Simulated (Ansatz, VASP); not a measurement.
**One calculation of NbTe4Mo, two programs**

INCAR

```
PREC = Accurate ; ENCUT = 520
EDIFF = 1E-6 ; ISMEAR = 0
SIGMA = 0.1 ; LREAL = F
LASPH = T ; NELM = 100
ALGO = Normal ; ISIF = 2
LWAVE = F ; LCHARG = T
GGA = PE ; LELF = T
LVHAR = T ; NBANDS = 34
```

Contents of KPOINTS:

```
Automatic mesh
0
Gamma
  6 6 2
```

File POSCAR:

```
NbTe4Mo
1.0
    3.6872734600      0.0000000000      0.0000000000
   -1.8436367300      3.1932724900      0.0000000000
    0.0000000000      0.0000000000     14.6451270400
Nb Te Mo
1 4 1
Direct
    0.3333333300      0.6666666700      0.0000000000
    0.3333333300      0.6666666700      0.3709999900
    0.6666666700      0.3333333300      0.8709999900
    0.3333333300      0.6666666700      0.6290000100
    0.6666666700      0.3333333300      0.1290000100
    0.6666666700      0.3333333300      0.5000000000
```

Input for Ansatz:

```yaml
crystal:
  lattice:
    - [3.68727346, 0.0, 0.0]
    - [-1.84363673, 3.19327249, 0.0]
    - [0.0, 0.0, 14.64512704]
  atoms:
    - { symbol: Nb, position: [0.33333333, 0.66666667, 0.0] }
    - { symbol: Te, position: [0.33333333, 0.66666667, 0.37099999] }
    - { symbol: Te, position: [0.66666667, 0.33333333, 0.87099999] }
    - { symbol: Te, position: [0.33333333, 0.66666667, 0.62900001] }
    - { symbol: Te, position: [0.66666667, 0.33333333, 0.12900001] }
    - { symbol: Mo, position: [0.66666667, 0.33333333, 0.5] }
basis:
  ecutwfc: 420
kpoints:
  mp_grid: { grid: [6, 6, 2] }
hamiltonian:
  xc: pbe
scf:
  occupations: { method: gaussian, width: 0.1 }
  lower_state_search: "off"
output:
  forces: true
  stress: true
  eigenvalues: true
```

Alike in both runs: task single point; functional PBE; k mesh 6 × 6 × 2; occupations gaussian, width 0.1 eV; no spin polarisation.

|  | VASP | Ansatz |
| --- | --- | --- |
| version | VASP 6.6.1 | Ansatz 0.2.0 |
| potentials or method | VASP PAW PBE potentials, release 64 (Nb_sv, Te, Mo_sv) | scalar-relativistic, plane waves, PAW |
| plane-wave cutoff (eV) | 520 | 420 |
| valence electrons in the cell | 51 | 91 |

|  | VASP | Ansatz | Ansatz less VASP |
| --- | --- | --- | --- |
| gap on the k mesh at the Fermi level (eV) | none | none | - |
| pressure (GPa) | -5.0 | -4.9 | +0.04 |
| largest component of the traceless stress (GPa) | 1.48 | 1.51 | +0.024 |
| rms of the force components (eV/Å) | 0.495 | 0.498 | +0.0021 |

Atom by atom the forces differ by 0.003 eV/Å (rms over components). A gap of «none» marks a metal or a gap that the smearing closes. The two sets of potentials don't hold the same shells in valence.

Caveats: this functional lacks dispersion, which binds the layers, so the pressure and a relaxed spacing across them are unreliable; forces of over 1 eV/Å show positions far from the minimum, so gaps and moduli don't describe the material at rest. Spin-orbit coupling is left out, which matters for the levels of Te.
